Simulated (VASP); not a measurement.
Computed with PBE GGA, VASP's PBE PAW potentials (set 64) (plane waves; VASP).

A VASP calculation is set up with these files.

KPOINTS:
```
Automatic mesh
0
Gamma
7 7 7
0 0 0
```

**POSCAR**
```
KI
1
    0.0000000000     3.5566050000     3.5566050000
    3.5566050000     0.0000000000     3.5566050000
    3.5566050000     3.5566050000     0.0000000000
K I
1 1
Direct
  0.0000000000   0.0000000000   0.0000000000
  0.5000000000   0.5000000000   0.5000000000
```

INCAR:
```
ALGO  =  Normal
EDIFF  =  1E-6
ENCUT  =  300
GGA  =  PE
ISIF  =  2
ISMEAR  =  -1
LASPH  =  .TRUE.
LCHARG  =  .FALSE.
LMAXMIX  =  4
LREAL  =  .FALSE.
LWAVE  =  .FALSE.
NELM  =  100
PREC  =  Accurate
SIGMA  =  0.05
SYSTEM  =  KI
```

POTCAR, in this order: K_sv I (PBE.64 set). Program: vasp_std.

The resulting files:

### OUTCAR
```
 ion  position               nearest neighbor table
   1  0.000  0.000  0.000-   2 3.56   2 3.56   2 3.56   2 3.56   2 3.56   2 3.56
   2  0.500  0.500  0.500-   1 3.56   1 3.56   1 3.56   1 3.56   1 3.56   1 3.56
  LATTYP: Found a face centered cubic cell.
 ALAT       =     7.1132100000
 Subroutine PRICEL returns:
 Original cell was already a primitive cell.
 Subroutine GETGRP returns: Found 48 space group operations
The static configuration has the point symmetry O_h .
The dynamic configuration has the point symmetry O_h .
 Subroutine INISYM returns: Found 48 space group operations
 Subroutine IBZKPT returns following result:
 Found     20 irreducible k-points:

 Following reciprocal coordinates:
            Coordinates               Weight
  0.000000  0.000000  0.000000      1.000000
  0.142857  0.000000  0.000000      8.000000
  0.285714  0.000000  0.000000      8.000000
  0.428571  0.000000  0.000000      8.000000
  0.142857  0.142857  0.000000      6.000000
  0.285714  0.142857  0.000000     24.000000
  0.428571  0.142857  0.000000     24.000000
 -0.428571  0.142857  0.000000     24.000000
 -0.285714  0.142857  0.000000     24.000000
 -0.142857  0.142857  0.000000     12.000000
  0.285714  0.285714  0.000000      6.000000
  0.428571  0.285714  0.000000     24.000000
 -0.428571  0.285714  0.000000     24.000000
 -0.285714  0.285714  0.000000     12.000000
  0.428571  0.428571  0.000000      6.000000
 -0.428571  0.428571  0.000000     12.000000
  0.428571  0.285714  0.142857     24.000000
 -0.428571  0.285714  0.142857     48.000000
 -0.428571  0.428571  0.142857     24.000000
 -0.285714  0.428571  0.142857     24.000000
   k-points           NKPTS =     20   k-points in BZ     NKDIM =     20   number of bands    NBANDS=     12
   number of dos      NEDOS =    301   number of ions     NIONS =      2
   total plane-waves  NPLWV =  21952
   dimension x,y,z NGX =    28 NGY =   28 NGZ =   28
   dimension x,y,z NGXF=    56 NGYF=   56 NGZF=   56
   ions per type =               1   1
   PREC   = accura    normal or accurate (medium, high low for compatibility)
   ISTART =      0    job   : 0-new  1-cont  2-samecut
   ICHARG =      2    charge: 1-file 2-atom 10-const
   ISPIN  =      1    spin polarized calculation?
   LNONCOLLINEAR =      F non collinear calculations
   LSORBIT =      F    spin-orbit coupling
   INIWAV =      1    electr: 0-lowe 1-rand  2-diag
   ENCUT  =  300.0 eV  22.05 Ry    4.70 a.u.   7.10  7.10  7.10*2*pi/ulx,y,z
   NELM   =    100;   NELMIN=  2; NELMDL= -5     # of ELM steps
   EDIFF  = 0.1E-05   stopping-criterion for ELM
   LREAL  =      F    real-space projection
   NLSPLINE    = F    spline interpolate recip. space projectors
   LMAXMIX     =    4 max onsite mixed and CHGCAR
   VOSKOWN=      0    Vosko Wilk Nusair interpolation
   EDIFFG = 0.1E-04   stopping-criterion for IOM
   NSW    =      0    number of steps for IOM
   NBLOCK =      1;   KBLOCK =      1    inner block; outer block
   IBRION =     -1    ionic relax: 0-MD 1-quasi-New 2-CG
   NFREE  =      0    steps in history (QN), initial steepest desc. (CG)
   ISIF   =      2    stress and relaxation
   ISYM   =      2    0-nonsym 1-usesym 2-fastsym
   TEIN   =    0.0    initial temperature
   TEBEG  =    0.0;   TEEND  =   0.0 temperature during run
   SMASS  =  -3.00    Nose mass-parameter (am)
   PSTRESS=    0.0 pullay stress
   NELECT =      16.0000    total number of electrons
   EFERMI =   0.00;   METHOD = LEGACY
   ISMEAR =    -1;   SIGMA  =   0.05  broadening in eV -4-tet -1-fermi 0-gaus
   IALGO  =     38    algorithm
   LDIAG  =      T    sub-space diagonalisation (order eigenvalues)
   IMIX   =      4    mixing-type and parameters
     AMIX     =   0.40;   BMIX     =  1.00
     AMIX_MAG =   1.60;   BMIX_MAG =  1.00
...
```

OSZICAR:
```
       N       E                     dE             d eps       ncg     rms          rms(c)
DAV:   1     0.686371136459E+02    0.68637E+02   -0.49864E+03   488   0.742E+02
DAV:   2    -0.146036780143E+01   -0.70097E+02   -0.66990E+02   592   0.197E+02
DAV:   3    -0.545633942224E+01   -0.39960E+01   -0.39859E+01   628   0.462E+01
DAV:   4    -0.564451085876E+01   -0.18817E+00   -0.18809E+00   832   0.937E+00
DAV:   5    -0.564593848323E+01   -0.14276E-02   -0.14276E-02   628   0.794E-01    0.311E+00
DAV:   6    -0.555980205305E+01    0.86136E-01   -0.12551E-01   580   0.219E+00    0.223E+00
DAV:   7    -0.555518554029E+01    0.46165E-02   -0.13704E-01   608   0.204E+00    0.796E-01
DAV:   8    -0.556063666255E+01   -0.54511E-02   -0.14502E-02   596   0.834E-01    0.995E-02
DAV:   9    -0.556117516565E+01   -0.53850E-03   -0.10030E-03   616   0.207E-01    0.783E-02
DAV:  10    -0.556137741850E+01   -0.20225E-03   -0.20068E-04   568   0.906E-02    0.202E-02
DAV:  11    -0.556140405670E+01   -0.26638E-04   -0.45068E-05   608   0.409E-02    0.120E-02
DAV:  12    -0.556140637032E+01   -0.23136E-05   -0.42379E-06   580   0.169E-02    0.107E-02
DAV:  13    -0.556140597044E+01    0.39987E-06   -0.74313E-07   448   0.603E-03
   1 F= -.55614060E+01 E0= -.55614060E+01  d E =-.931447E-10
```

### OUTCAR
```
------------------------ aborting loop because EDIFF is reached ----------------------------------------
  FORCE on cell =-STRESS in cart. coord.  units (eV):
  Direction    XX          YY          ZZ          XY          YZ          ZX
  --------------------------------------------------------------------------------------
  Total        0.1398413      0.1398413      0.1398413      0.0000000      0.0000000     -0.0000000
  in kB        2.4900557      2.4900557      2.4900557      0.0000000      0.0000000     -0.0000000
  external PRESSURE =       2.4900557 kB  Pullay stress =       0.0000000 kB
  volume of cell :       89.98
      direct lattice vectors                 reciprocal lattice vectors
     0.000000000  3.556605000  3.556605000    -0.140583506  0.140583506  0.140583506
     3.556605000  0.000000000  3.556605000     0.140583506 -0.140583506  0.140583506
     3.556605000  3.556605000  0.000000000     0.140583506  0.140583506 -0.140583506
  FREE ENERGIE OF THE ION-ELECTRON SYSTEM (eV)
  ---------------------------------------------------
  free  energy   TOTEN  =        -5.5614059704 eV

  energy  without entropy=       -5.5614059704  energy(sigma->0) =       -5.56140597
```
(Selected blocks of OUTCAR.)

At this cut-off the stress carries a Pulay error, which pulls relaxed volumes low.

The structure comes from a computed database's KI entry; how it stands against other phases isn't given here. The cell was not relaxed at this level.
